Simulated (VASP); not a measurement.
These are PBEsol GGA, VASP's PBE PAW potentials (set 64) (plane waves; VASP) values and carry that method's errors.

The input files of a VASP run:

KPOINTS:
```
Automatic mesh
0
Gamma
7 7 6
0 0 0
```

**POSCAR**
```
Sb
1
    2.1951412971    -6.0091432169     0.0000000000
    2.1951412971     6.0091432169    -0.0000000000
    0.0000000000     0.0000000000     4.5132747282
Sb
4
Direct
  0.3818664644   0.6181335356   0.5344493215
  0.6181335356   0.3818664644   0.4655506785
  0.8818664644   0.1181335356   0.9655506785
  0.1181335356   0.8818664644   0.0344493215
```

INCAR:
```
# general
SYSTEM  = Sb
PREC    = Accurate
ENCUT   = 400   # plane-wave cut-off (eV)
LREAL   = .FALSE.
LASPH   = .TRUE.   # aspherical one-centre terms

# electronic loop
EDIFF   = 1E-6   # SCF stop (eV)
NELM    = 100   # most electronic steps
ALGO    = Normal
LMAXMIX = 4

# smearing
ISMEAR  = 1
SIGMA   = 0.1

# functional
GGA     = PS

# ions
IBRION  = 2   # conjugate gradients
NSW     = 60   # most ionic steps
ISIF    = 3   # ions, shape and volume
EDIFFG  = -0.02   # ionic stop

# output
LWAVE   = .FALSE.
LCHARG  = .FALSE.
```

POTCAR, in this order: Sb (PBE.64 set). Program: vasp_std.

What VASP printed:

OUTCAR:
```
 ion  position               nearest neighbor table
   1  0.382  0.618  0.534-   2 2.86   3 2.93   3 2.93   3 3.38   3 3.38
   2  0.618  0.382  0.466-   1 2.86   4 2.93   4 2.93   4 3.38   4 3.38
   3  0.882  0.118  0.966-   4 2.86   1 2.93   1 2.93   1 3.38   1 3.38
   4  0.118  0.882  0.034-   3 2.86   2 2.93   2 2.93   2 3.38   2 3.38
  LATTYP: Found a base centered orthorhombic cell.
 ALAT       =     4.3902825942
 B/A-ratio  =     2.7374744509
 C/A-ratio  =     1.0280146281
 Subroutine PRICEL returns:
 Original cell was already a primitive cell.
 Subroutine GETGRP returns: Found  8 space group operations
The static configuration has the point symmetry C_2h.
 The point group associated with its full space group is D_2h.
The dynamic configuration has the point symmetry C_2h.
 Subroutine INISYM returns: Found  8 space group operations
 Subroutine IBZKPT returns following result:
 Found     64 irreducible k-points:

 Following reciprocal coordinates:
            Coordinates               Weight
  0.000000  0.000000  0.000000      1.000000
  0.142857 -0.000000  0.000000      4.000000
  0.285714  0.000000  0.000000      4.000000
  0.428571  0.000000  0.000000      4.000000
  0.142857  0.142857  0.000000      2.000000
  0.285714  0.142857  0.000000      4.000000
  0.428571  0.142857  0.000000      4.000000
 -0.428571  0.142857  0.000000      4.000000
 -0.285714  0.142857  0.000000      4.000000
 -0.142857  0.142857  0.000000      2.000000
  0.285714  0.285714  0.000000      2.000000
  0.428571  0.285714  0.000000      4.000000
 -0.428571  0.285714  0.000000      4.000000
 -0.285714  0.285714  0.000000      2.000000
  0.428571  0.428571  0.000000      2.000000
 -0.428571  0.428571  0.000000      2.000000
  0.000000  0.000000  0.166667      2.000000
  0.142857 -0.000000  0.166667      8.000000
  0.285714  0.000000  0.166667      8.000000
  0.428571  0.000000  0.166667      8.000000
  0.142857  0.142857  0.166667      4.000000
  0.285714  0.142857  0.166667      8.000000
  0.428571  0.142857  0.166667      8.000000
 -0.428571  0.142857  0.166667      8.000000
 -0.285714  0.142857  0.166667      8.000000
 -0.142857  0.142857  0.166667      4.000000
  0.285714  0.285714  0.166667      4.000000
  0.428571  0.285714  0.166667      8.000000
 -0.428571  0.285714  0.166667      8.000000
 -0.285714  0.285714  0.166667      4.000000
  0.428571  0.428571  0.166667      4.000000
 -0.428571  0.428571  0.166667      4.000000
  0.000000  0.000000  0.333333      2.000000
  0.142857 -0.000000  0.333333      8.000000
  0.285714  0.000000  0.333333      8.000000
  0.428571  0.000000  0.333333      8.000000
  0.142857  0.142857  0.333333      4.000000
  0.285714  0.142857  0.333333      8.000000
  0.428571  0.142857  0.333333      8.000000
 -0.428571  0.142857  0.333333      8.000000
   k-points           NKPTS =     64   k-points in BZ     NKDIM =     64   number of bands    NBANDS=     14
   number of dos      NEDOS =    301   number of ions     NIONS =      4
   total plane-waves  NPLWV =  52920
   dimension x,y,z NGX =    42 NGY =   42 NGZ =   30
   dimension x,y,z NGXF=    84 NGYF=   84 NGZF=   60
   ions per type =               4
   PREC   = accura    normal or accurate (medium, high low for compatibility)
   ISTART =      0    job   : 0-new  1-cont  2-samecut
   ICHARG =      2    charge: 1-file 2-atom 10-const
   ISPIN  =      1    spin polarized calculation?
   LNONCOLLINEAR =      F non collinear calculations
   LSORBIT =      F    spin-orbit coupling
   INIWAV =      1    electr: 0-lowe 1-rand  2-diag
   ENCUT  =  400.0 eV  29.40 Ry    5.42 a.u.  10.43 10.43  7.36*2*pi/ulx,y,z
...
```

File OSZICAR:
```
       N       E                     dE             d eps       ncg     rms          rms(c)
DAV:   1     0.752700117184E+02    0.75270E+02   -0.58224E+03  1792   0.910E+02
DAV:   2    -0.128828816525E+02   -0.88153E+02   -0.86005E+02  2234   0.161E+02
DAV:   3    -0.180083172894E+02   -0.51254E+01   -0.49581E+01  2356   0.423E+01
DAV:   4    -0.180687495246E+02   -0.60432E-01   -0.60363E-01  2086   0.538E+00
DAV:   5    -0.180696364453E+02   -0.88692E-03   -0.88675E-03  2354   0.708E-01    0.408E+00
DAV:   6    -0.180440853971E+02    0.25551E-01   -0.70599E-03  2080   0.536E-01    0.245E+00
DAV:   7    -0.180283308367E+02    0.15755E-01   -0.15764E-02  2074   0.807E-01    0.718E-02
DAV:   8    -0.180283296024E+02    0.12343E-05   -0.60781E-04  2274   0.168E-01    0.345E-02
DAV:   9    -0.180283356802E+02   -0.60778E-05   -0.50457E-05  2224   0.455E-02    0.121E-02
DAV:  10    -0.180283349756E+02    0.70467E-06   -0.48595E-06  2140   0.130E-02
   1 F= -.18028335E+02 E0= -.18028769E+02  d E =-.180283E+02
       N       E                     dE             d eps       ncg     rms          rms(c)
DAV:   1    -0.180358376726E+02   -0.75020E-02   -0.28336E-01  2086   0.296E+00    0.257E-01
DAV:   2    -0.180349330795E+02    0.90459E-03   -0.13558E-02  2248   0.711E-01    0.144E-01
DAV:   3    -0.180336038735E+02    0.13292E-02   -0.26313E-03  2212   0.296E-01    0.256E-02
DAV:   4    -0.180336164889E+02   -0.12615E-04   -0.25088E-04  2226   0.917E-02    0.115E-02
DAV:   5    -0.180336162723E+02    0.21654E-06   -0.37271E-06  2216   0.148E-02
   2 F= -.18033616E+02 E0= -.18033970E+02  d E =-.528130E-02
       N       E                     dE             d eps       ncg     rms          rms(c)
DAV:   1    -0.180336238186E+02   -0.73297E-05   -0.26567E-04  2092   0.912E-02    0.770E-03
DAV:   2    -0.180336232220E+02    0.59661E-06   -0.13177E-05  2296   0.222E-02    0.426E-03
DAV:   3    -0.180336221142E+02    0.11078E-05   -0.21459E-06  1444   0.879E-03    0.753E-04
DAV:   4    -0.180336221358E+02   -0.21581E-07   -0.33481E-07  1046   0.377E-03
   3 F= -.18033622E+02 E0= -.18033980E+02  d E =-.528716E-02
       N       E                     dE             d eps       ncg     rms          rms(c)
DAV:   1    -0.180361754972E+02   -0.25534E-02   -0.78438E-02  1858   0.147E+00    0.117E-01
DAV:   2    -0.180359901593E+02    0.18534E-03   -0.20928E-03  2284   0.287E-01    0.691E-02
DAV:   3    -0.180358134376E+02    0.17672E-03   -0.42771E-04  2210   0.115E-01    0.105E-02
DAV:   4    -0.180358156920E+02   -0.22544E-05   -0.30765E-05  2128   0.334E-02    0.754E-03
DAV:   5    -0.180358154318E+02    0.26023E-06   -0.12948E-06  1418   0.804E-03
   4 F= -.18035815E+02 E0= -.18036181E+02  d E =-.219330E-02
       N       E                     dE             d eps       ncg     rms          rms(c)
DAV:   1    -0.180368105392E+02   -0.99485E-03   -0.62563E-02  1870   0.131E+00    0.105E-01
DAV:   2    -0.180366602112E+02    0.15033E-03   -0.16799E-03  2278   0.257E-01    0.620E-02
DAV:   3    -0.180365170252E+02    0.14319E-03   -0.34760E-04  2228   0.104E-01    0.943E-03
DAV:   4    -0.180365188371E+02   -0.18119E-05   -0.25025E-05  2086   0.302E-02    0.682E-03
DAV:   5    -0.180365186223E+02    0.21482E-06   -0.10719E-06  1394   0.732E-03
   5 F= -.18036519E+02 E0= -.18036881E+02  d E =-.289649E-02
       N       E                     dE             d eps       ncg     rms          rms(c)
DAV:   1    -0.180365255282E+02   -0.66911E-05   -0.54343E-04  1894   0.122E-01    0.962E-03
DAV:   2    -0.180365243894E+02    0.11388E-05   -0.14997E-05  2266   0.242E-02    0.578E-03
DAV:   3    -0.180365233369E+02    0.10525E-05   -0.29372E-06  1728   0.972E-03    0.868E-04
DAV:   4    -0.180365233701E+02   -0.33254E-07   -0.28043E-07  1010   0.352E-03
   6 F= -.18036523E+02 E0= -.18036886E+02  d E =-.290123E-02
       N       E                     dE             d eps       ncg     rms          rms(c)
DAV:   1    -0.180374391831E+02   -0.91585E-03   -0.29520E-02  1978   0.907E-01    0.120E-01
DAV:   2    -0.180370079036E+02    0.43128E-03   -0.10334E-03  2206   0.192E-01    0.688E-02
DAV:   3    -0.180367426915E+02    0.26521E-03   -0.56569E-04  1984   0.120E-01    0.201E-02
DAV:   4    -0.180367430199E+02   -0.32846E-06   -0.18373E-05  2272   0.269E-02    0.143E-02
DAV:   5    -0.180367418761E+02    0.11438E-05   -0.13111E-06  1298   0.781E-03    0.296E-03
DAV:   6    -0.180367418633E+02    0.12846E-07   -0.30845E-07  1094   0.388E-03
   7 F= -.18036742E+02 E0= -.18037093E+02  d E =-.218493E-03
       N       E                     dE             d eps       ncg     rms          rms(c)
DAV:   1    -0.180368581877E+02   -0.11631E-03   -0.28375E-03  1972   0.282E-01    0.373E-02
DAV:   2    -0.180368179220E+02    0.40266E-04   -0.99398E-05  2188   0.595E-02    0.213E-02
DAV:   3    -0.180367953539E+02    0.22568E-04   -0.53940E-05  1996   0.371E-02    0.622E-03
DAV:   4    -0.180367953456E+02    0.83452E-08   -0.16833E-06  1746   0.829E-03
   8 F= -.18036795E+02 E0= -.18037149E+02  d E =-.271975E-03
       N       E                     dE             d eps       ncg     rms          rms(c)
DAV:   1    -0.180369809635E+02   -0.18561E-03   -0.54343E-03  1906   0.441E-01    0.234E-02
DAV:   2    -0.180369837605E+02   -0.27970E-05   -0.22858E-04  2386   0.940E-02    0.124E-02
DAV:   3    -0.180369754634E+02    0.82970E-05   -0.13445E-05  2058   0.219E-02    0.413E-03
DAV:   4    -0.180369746468E+02    0.81665E-06   -0.26775E-06  1650   0.952E-03
   9 F= -.18036975E+02 E0= -.18037313E+02  d E =-.179301E-03
```

### OUTCAR
```
------------------------ aborting loop because EDIFF is reached ----------------------------------------
  FORCE on cell =-STRESS in cart. coord.  units (eV):
  Direction    XX          YY          ZZ          XY          YZ          ZX
  --------------------------------------------------------------------------------------
  Total        0.0058180     -0.0279124     -0.0169889      0.0000000     -0.0000000      0.0000000
  in kB        0.0784234     -0.3762406     -0.2289997      0.0000000     -0.0000000      0.0000000
  external PRESSURE =      -0.1756056 kB  Pullay stress =       0.0000000 kB
  volume of cell :      118.86
      direct lattice vectors                 reciprocal lattice vectors
     2.163554534 -6.010557848  0.000000000     0.231101177 -0.083186954  0.000000000
     2.163554534  6.010557848 -0.000000000     0.231101177  0.083186954 -0.000000000
     0.000000000  0.000000000  4.570139906     0.000000000  0.000000000  0.218811682
 POSITION                                       TOTAL-FORCE (eV/Angst)
 -----------------------------------------------------------------------------------
      2.16355      1.43055      2.45019         0.000000     -0.001728      0.016260
      2.16355     -1.43055      2.11995         0.000000      0.001728     -0.016260
      2.16355     -4.58001      4.40502         0.000000     -0.001728     -0.016260
      2.16355      4.58001      0.16512         0.000000      0.001728      0.016260
 -----------------------------------------------------------------------------------
    total drift:                               -0.000000      0.000000     -0.000000
  FREE ENERGIE OF THE ION-ELECTRON SYSTEM (eV)
  ---------------------------------------------------
  free  energy   TOTEN  =       -18.0369746468 eV

  energy  without entropy=      -18.0379894524  energy(sigma->0) =      -18.03731292

 reached required accuracy - stopping structural energy minimisation
```
(Selected blocks of OUTCAR.)

CONTCAR:
```
Sb
   1.00000000000000
     2.1635545336183784   -6.0105578478855426    0.0000000000000000
     2.1635545336183784    6.0105578478855426   -0.0000000000000000
     0.0000000000000000    0.0000000000000000    4.5701399057982028
  Sb
     4
Direct
     0.3809968751874448    0.6190031248125551    0.5361310696291712
     0.6190031248125551    0.3809968751874448    0.4638689303708289
     0.8809968751874449    0.1190031248125552    0.9638689303708288
     0.1190031248125552    0.8809968751874449    0.0361310696291710
```

Without a dispersion term in the relaxation, distances and binding between the weakly bound layers, chains or molecules are unreliable, and so is what depends on them.

The structure was generated: Sb was put into the black-P type (Cmce), which need not be its known phase. This run relaxes it. Symmetry was kept, so distortions that lower it aren't found. The start is the result of an earlier pass.
